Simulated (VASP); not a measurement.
# Ge under strain

Aim: follow the pressure of Ge through compression, expansion and shear. All runs use LDA. Left out of this account: at least 2 further runs (bands with LDA: it ended just at its time limit, and its output was not read; fields: a reference on another mesh). The start is a computed cell from the Materials Project.

Method: LDA; plane waves and PAW (Ge_d), in VASP 6.6.1.

The starting crystal is not the ambient structure of Ge (diamond type); it is a model or a phase of other conditions.

## Step 1: Starting point

It takes space group Imma (No. 74, orthorhombic). Conventional cell: a = 4.992 Å, b = 5.302 Å, c = 2.874 Å, α = 90.00°, β = 90.00°, γ = 90.00°. Ge has 6 Ge at 2.68 to 2.87 Å nearest.

## Step 2: Bands, cell as listed

Levels along the symmetry lines show where the bands peak and cross; KPOINTS_OPT computes them in the converged potential. LDA, the lowest rung, knows the local density alone.

INCAR

```
SYSTEM = Ge
PREC = Accurate
ENCUT = 410
EDIFF = 1E-06
NELM = 100
ISMEAR = -1
SIGMA = 0.05
LREAL = .FALSE.
ALGO = Normal
GGA = CA
NBANDS = 26
LORBIT = 11
LWAVE = .FALSE.
LCHARG = .FALSE.
KPAR = 2
```

POSCAR

```
Ge
1.0
   -2.4958980000      2.6508630000      1.4369470000
    2.4958980000     -2.6508630000      1.4369470000
    2.4958980000      2.6508630000     -1.4369470000
Ge
2
Direct
    0.1859430000      0.9359430000      0.2500000000
    0.8140570000      0.0640570000      0.7500000000
```

KPOINTS

```
Automatic mesh
0
Gamma
15 15 15
0 0 0
```

KPOINTS_OPT

```
Line mode
16
Line-mode
Reciprocal
  0.00000000   0.00000000   0.00000000 GAMMA
  0.32345933   0.32345933  -0.32345933 X

  0.32345933   0.32345933  -0.32345933 X
  0.29508451   0.35183414  -0.29508451 L

  0.29508451   0.35183414  -0.29508451 L
  0.00000000   0.50000000   0.00000000 T

  0.00000000   0.50000000   0.00000000 T
  0.25000000   0.25000000   0.25000000 W

  0.25000000   0.25000000   0.25000000 W
  0.50000000   0.00000000   0.00000000 R

  0.50000000   0.00000000   0.00000000 R
  0.67654067  -0.32345933   0.32345933 X1

  0.67654067  -0.32345933   0.32345933 X1
  0.50000000  -0.50000000   0.50000000 Z

  0.50000000  -0.50000000   0.50000000 Z
  0.00000000   0.00000000   0.00000000 GAMMA

  0.00000000   0.00000000   0.00000000 GAMMA
 -0.47162518   0.47162518   0.47162518 Y

 -0.47162518   0.47162518   0.47162518 Y
  0.00000000   0.00000000   0.50000000 S

  0.00000000   0.00000000   0.50000000 S
  0.25000000   0.25000000   0.25000000 W

 -0.29508451   0.64816586   0.29508451 L1
 -0.47162518   0.47162518   0.47162518 Y

  0.47162518  -0.47162518   0.52837482 Y1
  0.50000000  -0.50000000   0.50000000 Z
```

PAW data sets: Ge_d (LDA family, release 64).

Run with:

```sh
$ mpirun -np 2 vasp_std
```

Output:

```text
[banner, memory and clock lines left out]
running    2 mpi-ranks, on    1 nodes
 distrk:  each k-point on    1 cores,    2 groups
 distr:  one band on    1 cores,    1 groups

 POSCAR found type information on POSCAR Ge
 POSCAR found :  1 types and       2 ions
 LDA part: xc-table for (Slater(with rela. corr.)+CA(PZ))
 , standard interpolation
 POSCAR, INCAR and KPOINTS ok, starting setup
 FFT: planning ... GRIDC
 FFT: planning ... GRID_SOFT
 FFT: planning ... GRID
 WAVECAR not read
 entering main loop
       N       E                     dE             d eps       ncg     rms          rms(c)
DAV:   1     0.166872600460E+03    0.16687E+03   -0.11298E+04 34052   0.266E+03
DAV:   2     0.130254620906E+02   -0.15385E+03   -0.14659E+03 27032   0.477E+02
DAV:   3    -0.947442365346E+01   -0.22500E+02   -0.22310E+02 29464   0.106E+02
DAV:   4    -0.100169540381E+02   -0.54253E+00   -0.54216E+00 30882   0.189E+01
DAV:   5    -0.100233453950E+02   -0.63914E-02   -0.63909E-02 31110   0.219E+00    0.206E+00
DAV:   6    -0.999717497274E+01    0.26170E-01   -0.17264E-02 36966   0.193E+00    0.114E+00
DAV:   7    -0.998616664469E+01    0.11008E-01   -0.11304E-02 36926   0.128E+00    0.109E-01
DAV:   8    -0.998581158364E+01    0.35506E-03   -0.15150E-03 32746   0.587E-01    0.395E-02
DAV:   9    -0.998581009617E+01    0.14875E-05   -0.38973E-05 29922   0.640E-02    0.827E-03
DAV:  10    -0.998580984616E+01    0.25000E-06   -0.27916E-06 30356   0.199E-02
   1 F= -.99858098E+01 E0= -.99825691E+01  d E =-.648142E-02
 Start KPOINTS_OPT (optional k-point list driver)
k-point batch [1-208\208]
       N       E                     dE             ncg
DAV:   1    -0.266770146464E+05   -0.21720E+06    13640
DAV:   2    -0.589103545612E+05   -0.32233E+05    10976
DAV:   3    -0.636197174100E+05   -0.47094E+04    12068
DAV:   4    -0.637362584040E+05   -0.11654E+03    12908
DAV:   5    -0.637376511844E+05   -0.13928E+01    12718
DAV:   6    -0.637376805583E+05   -0.29374E-01    12838
DAV:   7    -0.637376814690E+05   -0.91067E-03    12750
DAV:   8    -0.637376815001E+05   -0.31116E-04    10850
DAV:   9    -0.637376815026E+05   -0.25052E-05     8324
DAV:  10    -0.637376815033E+05   -0.71868E-06     7438
```

Wall time 6.5 min (2 MPI ranks of AMD EPYC 7R43, shared host); peak memory 0.96 GiB; 13 min of CPU time.

Lines that name or quote the potential files are left out of all logs, and their timing lines are given in words.

OUTCAR, selected parts (step 2):

```text
ion  position               nearest neighbor table
   1  0.186  0.936  0.250-   2 2.68   2 2.68   2 2.72   2 2.72
   2  0.814  0.064  0.750-   1 2.68   1 2.68   1 2.72   1 2.72

  LATTYP: Found a body centered orthorhombic cell.
 ALAT       =     2.8738940000
 B/A-ratio  =     1.7369450648
 C/A-ratio  =     1.8447882907

 Subroutine GETGRP returns: Found  8 space group operations
 (whereof  4 operations were pure point group operations)

The static configuration has the point symmetry C_2h.
 The point group associated with its full space group is D_2h.

 Found    512 irreducible k-points:

   k-points           NKPTS =    512   k-points in BZ     NKDIM =    512   number of bands    NBANDS=     26

   dimension x,y,z NGX =    28 NGY =   28 NGZ =   28
   dimension x,y,z NGXF=    56 NGYF=   56 NGZF=   56

   ENCUT  =  410.0 eV  30.13 Ry    5.49 a.u.   6.46  6.46  6.46*2*pi/ulx,y,z

   NELECT =      28.0000    total number of electrons

 k-points in reciprocal lattice and weights: Automatic mesh
   0.00000000  0.00000000  0.00000000       0.000
   0.06666667  0.00000000  0.00000000       0.001
   0.13333333  0.00000000  0.00000000       0.001
   0.20000000  0.00000000 -0.00000000       0.001
   0.26666667  0.00000000  0.00000000       0.001
   0.33333333  0.00000000  0.00000000       0.001
   0.40000000  0.00000000  0.00000000       0.001
   0.46666667  0.00000000  0.00000000       0.001
   0.00000000  0.06666667 -0.00000000       0.001
[...]
0.46666667 -0.46666667  0.46666667       0.001
  -0.46666667 -0.46666667  0.46666667       0.001

 average (electrostatic) potential at core
       1 -73.7683       2 -73.7683

 E-fermi :   6.2223

 k-point     1 :       0.0000    0.0000    0.0000
  band No.  band energies     occupation
    ...
     10     -18.2666      2.00000
     11      -6.8482      2.00000
     12       2.3380      2.00000
     13       3.9148      2.00000
     14       4.3613      2.00000
     15       9.8022      0.00000
     16      13.1330      0.00000
     17      13.3331      0.00000
     18      14.0382      0.00000
     19      14.3728      0.00000
    ...

 k-point     2 :       0.0667    0.0000    0.0000
  band No.  band energies     occupation
    ...
     10     -18.2690      2.00000
     11      -6.7466      2.00000
     12       2.2026      2.00000
     13       3.9278      2.00000
     14       4.6706      2.00000
     15       9.9904      0.00000
     16      12.3186      0.00000
     17      12.8502      0.00000
     18      13.3432      0.00000
     19      14.1445      0.00000
    ...

 k-point     3 :       0.1333    0.0000    0.0000
  band No.  band energies     occupation
    ...
     10     -18.2761      2.00000
     11      -6.4420      2.00000
     12       1.9585      2.00000
     13       3.9801      2.00000
     14       5.4220      2.00000
     15      10.4620      0.00000
     16      10.5362      0.00000
     17      11.5996      0.00000
     18      12.3512      0.00000
     19      13.4072      0.00000
    ...

  Total       -1.0846065     -1.2422263     -1.0201691      0.0000000     -0.0000000      0.0000000
  in kB      -45.6949202    -52.3355091    -42.9801449      0.0000000     -0.0000000      0.0000000
  external PRESSURE =     -47.0035248 kB  Pullay stress =       0.0000000 kB

  energy-cutoff  :      410.00
  volume of cell :       38.03
      direct lattice vectors                 reciprocal lattice vectors
    -2.495898000  2.650863000  1.436947000     0.000000000  0.188617820  0.347959946
     2.495898000 -2.650863000  1.436947000     0.200328699  0.000000000  0.347959946
     2.495898000  2.650863000 -1.436947000     0.200328699  0.188617820  0.000000000

 POSITION                                       TOTAL-FORCE (eV/Angst)
 -----------------------------------------------------------------------------------
      2.49590     -1.32543      1.25285        -0.000000      0.000000     -0.051454
      0.00000      3.97629      0.18409         0.000000     -0.000000      0.051454
 -----------------------------------------------------------------------------------
    total drift:                                0.000000      0.000000     -0.000000

  FREE ENERGIE OF THE ION-ELECTRON SYSTEM (eV)
  ---------------------------------------------------
  free  energy   TOTEN  =        -9.9858098462 eV

  energy  without entropy=       -9.9793284213  energy(sigma->0) =       -9.98256913

 total charge
# of ion       s       p       d       tot
------------------------------------------
    1        1.226   1.015  10.021  12.262
    2        1.226   1.015  10.021  12.262
--------------------------------------------------
tot          2.452   2.030  20.043  24.524

[... 3 further parts left out ...]
```

Spin-orbit coupling is off here; it would split degenerate levels. At this level the cell is under a tension of 4.7 GPa, so at these settings it is away from equilibrium.

This step gave:

```
SCF cycles                             : 10
electrons                              : 28
bands                                  : 26
irreducible k-points                   : 512
symmetry operations                    : 8
free energy (TOTEN)                    : -9.986 eV
energy at zero smearing                : -9.983 eV
Fermi energy                           : 6.222 eV
pressure                               : -4.700 GPa
metallic, judged on the points sampled : yes
```

The electronic bands at the labelled points (eV, zero at the Fermi level; # counts the bands kept in this run, so #1 is VASP's band 11):

```
          point      #1      #2     #3     #4     #5    #6     #7     #8
              Γ  -13.07   -3.88  -2.31  -1.86   3.58  6.91   7.11   7.82
0.53 of the way  -10.98   -2.59  -0.97  -0.44  -0.36  0.17   2.90   4.82
              X   -7.46   -6.59  -3.69  -3.60  -3.24  3.65   5.62   7.45
0.53 of the way   -7.46   -6.60  -3.70  -3.68  -3.11  3.60   5.67   7.42
              L   -7.47   -6.63  -3.83  -3.67  -2.89  3.48   5.80   7.35
0.47 of the way   -7.89   -5.91  -4.65  -2.62   0.00  0.79   4.86   6.44
              T   -8.20   -5.86  -3.48  -2.21  -1.74  3.24   3.99   6.53
0.47 of the way   -7.93   -5.90  -4.59  -2.93   0.25  4.25   4.45   6.12
              W   -7.00   -7.00  -4.24  -4.24   3.86  3.86   5.12   5.12
0.47 of the way   -7.69   -6.78  -3.82  -3.01   2.09  3.51   3.64   4.35
              R   -8.04   -6.95  -1.94  -1.52  -0.73  1.56   3.18   4.30
0.53 of the way   -7.76   -6.67  -3.51  -2.08  -1.26  1.44   3.53   7.33
             X1   -7.46   -6.59  -3.69  -3.60  -3.24  3.65   5.62   7.45
0.53 of the way   -8.65   -7.83  -5.29  -5.01   0.39  7.89   9.59  10.52
              Z   -9.10   -8.23  -5.77  -5.52   4.39  6.90  10.61  11.14
0.53 of the way  -11.96   -6.79  -4.17   0.09   3.31  5.65   7.64   7.72
              Γ  -13.07   -3.88  -2.31  -1.86   3.58  6.91   7.11   7.82
0.47 of the way  -11.93   -7.27  -4.04   1.70   3.27  6.08   7.58   7.86
              Y   -9.08   -8.38  -5.75  -5.34   4.40  6.91  10.55  10.97
0.47 of the way   -9.78   -9.66  -3.70  -2.74   4.98  6.60   7.62   7.64
              S  -10.33  -10.33   0.69   0.69   2.28  2.28   6.71   6.71
0.47 of the way   -9.40   -9.40   0.15   0.15   2.28  2.28   3.51   3.51
              W   -7.00   -7.00  -4.24  -4.24   3.86  3.86   5.12   5.12
     jump to L1   -7.47   -6.63  -3.83  -3.67  -2.89  3.48   5.80   7.35
0.53 of the way   -8.63   -7.96  -5.28  -4.84   0.41  7.77   9.64  10.46
              Y   -9.08   -8.38  -5.75  -5.34   4.40  6.91  10.55  10.97
```

The electronic bands as a text plot (rows in eV, shown from -8.0 to 5.3 only; labels by their first letter):

```
    5.0 |   ** *       **   *   *     *     *  *   **  *   *
    4.5 | **  * *  *  ** ***  *     **   *    * *** *     *     *
    3.9 | * *        *  **         *      **             *  *
    3.4 |* *   * *  **    **   *       *             *  * **
    2.8 |    *  *        **  *               *       *
    2.3 |  *  *        *    * *         *    *        ****     *
    1.7 |          *       **     *
    1.2 |   *  *  *       *  *          *
    0.6 |   *                               * *      ****     *
    0.0 |    **       *                *
   -0.5 |   ***   **       * *           *           *   *
   -1.1 |  ****             *    *         *        *
   -1.6 |***  **    **     * *            *
   -2.2 |**    *   * *     ** *           **   *    *        *
   -2.7 |   **  ***   *   *   * *     *  *  *      *      * *
   -3.3 |  *  ***        **  * *        *
   -3.8 |**     **  ** *      ***         *  *  *  *       **
   -4.4 |         **  ****      *    * *      *   *          *
   -4.9 |      *                 *    *  * *   *              **
   -5.5 |                         ****          ***           ***
   -6.1 |       * *****                 *   *
   -6.6 |        *     * **  ***       *     *              *
   -7.2 |               *  **   *                          * *
   -7.7 |       ***   ** **  *****    *       *             * *
         Γ      XL   T  W  R   X    Z     Γ      Y    S    W|L  Z
```

Force by atom:

```
atom  x (eV/Å)  y (eV/Å)  z (eV/Å)    size
 Ge1    0.0000    0.0000   -0.0515  0.0515
 Ge2    0.0000    0.0000    0.0515  0.0515
```

There is no gap at this level.

(Continued in part 2 of 3.)

[Lines on the potential files, build, host, timing and source positions are cut from VASP's logs without a mark.]

[Logs are printed without paths, hosts, clocks, repeated set-up lines and the standing remarks that a program may print on its own settings, such as how far it seeks lower states.]

[Hosts, paths, dates, database ids (printed as entryN), source tags and the programs' standing remarks are cut or masked in the printed files.]

[A measured line is paired with the nearest computed mode of its activity, which favours agreement.]

[In band tables of VASP the shares of atoms and orbitals are scaled to a sum of 1 inside the atoms' spheres.]
